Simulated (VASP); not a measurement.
These are LDA (Ceperley-Alder, Perdew-Zunger), VASP's LDA PAW potentials (set 64) (plane waves; VASP) values and carry that method's errors.

A VASP calculation is set up with these files.

INCAR:
```
SIGMA = 0.05
LASPH = .True.
ENCUT = 400   # plane-wave cut-off (eV)
IBRION = 1   # quasi-Newton
LCHARG = .False.
SYSTEM = CdTe
ISIF = 2
LMAXMIX = 4
ALGO = Normal
NELM = 100
EDIFF = 1E-8   # SCF stop (eV)
LREAL = .False.
PREC = Accurate
ISMEAR = 0   # Gaussian
EDIFFG = -0.001   # ionic stop
LWAVE = .False.
NSW = 30   # most ionic steps
```

File POSCAR:
```
CdTe
1
    0.0000000000     3.2024412471     3.2024412471
    3.2024412471    -0.0000000000     3.2024412471
    3.2024412471     3.2024412471     0.0000000000
Cd Te
1 1
Direct
  1.0000000000   0.0000000000   0.0000000000
  0.2500000000   0.2500000000   0.2500000000
```

KPOINTS:
```
Automatic mesh
0
Gamma
7 7 7
0 0 0
```

POTCAR, in this order: Cd Te (LDA.64 set). Program: vasp_std.

Unless said otherwise, spin-orbit coupling is left out, though it shifts the bands of the heavy elements here.

**Question.** Predict the energy per atom (σ→0), band gap (on the k-mesh).

**Answer.** 
```
Item                              Result
------------------------  --------------
energy per atom (σ→0)     -3.024 eV/atom
band gap (on the k-mesh)         0.66 eV
```

File OSZICAR:
```
...
DAV:   9    -0.604704971449E+01    0.28475E-03   -0.82046E-04   605   0.349E-01    0.138E-01
DAV:  10    -0.604703700088E+01    0.12714E-04   -0.99170E-05   573   0.973E-02    0.570E-02
DAV:  11    -0.604704043444E+01   -0.34336E-05   -0.21848E-05   607   0.497E-02    0.279E-02
DAV:  12    -0.604703967841E+01    0.75603E-06   -0.18973E-06   571   0.139E-02    0.142E-02
DAV:  13    -0.604703964604E+01    0.32368E-07   -0.80104E-07   555   0.580E-03    0.584E-03
DAV:  14    -0.604703963342E+01    0.12622E-07   -0.44575E-08   585   0.179E-03    0.274E-03
DAV:  15    -0.604703963070E+01    0.27169E-08   -0.62430E-09   295   0.616E-04
   1 F= -.60470396E+01 E0= -.60470396E+01  d E =-.604704E+01
```

The structure comes from a computed database's CdTe entry (F-43m); how it stands against other phases isn't given here. It was relaxed first, which changed the volume by -7 %. The start is the result of an earlier pass.
